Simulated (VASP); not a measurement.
C: relaxation of cell and atoms with PBE

Crystal: C.

```xyz
4
Lattice="2.4640 0.0000 0.0000 -1.2320 2.1339 0.0000 0.0000 0.0000 6.7110" Properties=species:S:1:pos:R:3 pbc="T T T"
C     0.0000    0.0000    1.6778
C     0.0000    0.0000    5.0333
C     0.0000    1.4226    1.6778
C     1.2320    0.7113    5.0333
```

```json
{
  "Program": "VASP 6.6.1",
  "Task": "relaxation of cell and atoms",
  "Functional": "PBE",
  "Potentials or basis": "VASP PAW PBE potentials, release 64 (C)",
  "Cutoff": "600 eV",
  "k mesh": "10 × 10 × 4",
  "Occupations": "gaussian, width 0.05 eV",
  "Spin": "no spin polarisation",
  "Dipole correction": "no",
  "Further INCAR settings": "ALGO = Normal; EDIFF = 1e-06; IBRION = 2; EDIFFG = -0.03; NSW = 80; ISIF = 3"
}
```

```json
{
  "Relaxed volume": "10.46 Å³/atom",
  "Relaxed cell": "a = 2.467 Å, b = 2.467 Å, c = 7.936 Å, α = 90.00°, β = 90.00°, γ = 120.00°",
  "Space group after relaxing (to 0.05 Å)": "P6_3/mmc (No. 194)",
  "Energy gained by relaxing": "12.8 meV/atom",
  "Ionic steps": "13",
  "Pressure after relaxing": "0.0 GPa",
  "Band gap on the k mesh": "1.74 eV, direct"
}
```

The path:
```tsv
step	energy change (eV)	largest force (eV/Å)	pressure (GPa)	volume (Å³)
1	0.0000	0.0000	1.77	35.29
2	-0.0057	0.0000	-0.40	35.79
3	-0.0071	0.0000	-2.75	36.36
4	-0.0084	0.0000	-2.77	36.43
5	-0.0121	0.0000	-2.70	36.65
6	-0.0188	0.0000	-2.59	37.07
7	-0.0296	0.0000	-2.37	37.93
8	-0.0433	0.0000	-1.88	39.64
9	-0.0490	0.0000	-1.05	43.05
10	-0.0502	0.0000	-1.26	41.93
11	-0.0502	0.0000	-1.22	42.14
12	-0.0504	0.0000	1.14	41.55
13	-0.0511	0.0000	0.03	41.83
```

Final structure:
```cif
data_structure
_symmetry_space_group_name_H-M 'P 1'
_symmetry_Int_Tables_number 1
_cell_length_a 2.4669
_cell_length_b 2.4669
_cell_length_c 7.9363
_cell_angle_alpha 90.000
_cell_angle_beta 90.000
_cell_angle_gamma 120.000
_cell_volume 41.83
loop_
_atom_site_label
_atom_site_type_symbol
_atom_site_fract_x
_atom_site_fract_y
_atom_site_fract_z
_atom_site_occupancy
C1 C 0.00000 0.00000 0.25000 1
C2 C 0.00000 0.00000 0.75000 1
C3 C 0.33333 0.66667 0.25000 1
C4 C 0.66667 0.33333 0.75000 1
```

Levels at points of the mesh, in eV from the valence-band top:
```csv
k point,band 6,band 7,band 8,band 9,band 10,band 11
"(0.00, 0.00, 0.00)",-2.21,-2.20,-2.20,4.16,9.13,9.13
"(0.50, 0.00, 0.00)",-5.57,-1.65,-1.41,2.38,2.70,8.14
"(0.00, 0.00, 0.50)",-2.21,-2.21,-2.21,5.73,5.73,9.14
"(0.50, 0.00, 0.50)",-5.58,-1.52,-1.52,2.50,2.50,8.20
```

Run time: 65 s on 1 thread of Intel(R) Xeon(R) 6975P-C (Granite Rapids), with other jobs on the host, peak memory 0.15 GiB.

Caveat: the volume moved by over 15 % at a fixed basis, so the end points are rough; this functional lacks dispersion, which binds the layers, so the pressure and a relaxed spacing across them are unreliable, and here the layers came unbound. PBE gaps usually lie below the measured ones, often by a third to a half.
